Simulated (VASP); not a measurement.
OSZICAR of a VASP run on Pb (fcc):

**OSZICAR**
```
       N       E                     dE             d eps       ncg     rms          rms(c)
DAV:   1     0.106137804222E+03    0.10614E+03   -0.73625E+03  1854   0.144E+03
DAV:   2     0.399535139173E+01   -0.10214E+03   -0.10012E+03  1896   0.321E+02
DAV:   3    -0.642050146012E+00   -0.46374E+01   -0.45777E+01  2172   0.804E+01
DAV:   4    -0.750517812468E+00   -0.10847E+00   -0.10844E+00  2185   0.138E+01
DAV:   5    -0.755356682409E+00   -0.48389E-02   -0.48387E-02  2370   0.266E+00    0.475E-01
DAV:   6    -0.746742772204E+00    0.86139E-02   -0.14089E-02  2265   0.218E+00    0.229E-01
DAV:   7    -0.744616525261E+00    0.21262E-02   -0.57975E-03  2196   0.132E+00    0.748E-02
DAV:   8    -0.744521940058E+00    0.94585E-04   -0.33208E-04  2252   0.366E-01    0.108E-02
DAV:   9    -0.744519114475E+00    0.28256E-05   -0.11632E-05  2285   0.670E-02    0.466E-03
DAV:  10    -0.744519334372E+00   -0.21990E-06   -0.14232E-06  2001   0.111E-02    0.269E-04
DAV:  11    -0.744519325613E+00    0.87596E-08   -0.27918E-08  1245   0.241E-03
   1 F= -.74451933E+00 E0= -.74416636E+00  d E =-.105889E-02
```

**Question.** Which electronic solver shows in the log?

**Answer.** It is blocked Davidson (ALGO = Normal, or the opening steps of other solvers). The INCAR had ALGO = Normal.

**Question.** Can the final energy be trusted as converged?

**Answer.** Self-consistency was reached. It stopped with EDIFF = 1E-7, NELM = 100 (rev-vdW-DF2, plane waves, VASP's PBE PAW potentials (set 64)).

The compound is Pb in the fcc structure. This cell is one point of a volume scan, at 1.03 of the reference volume.
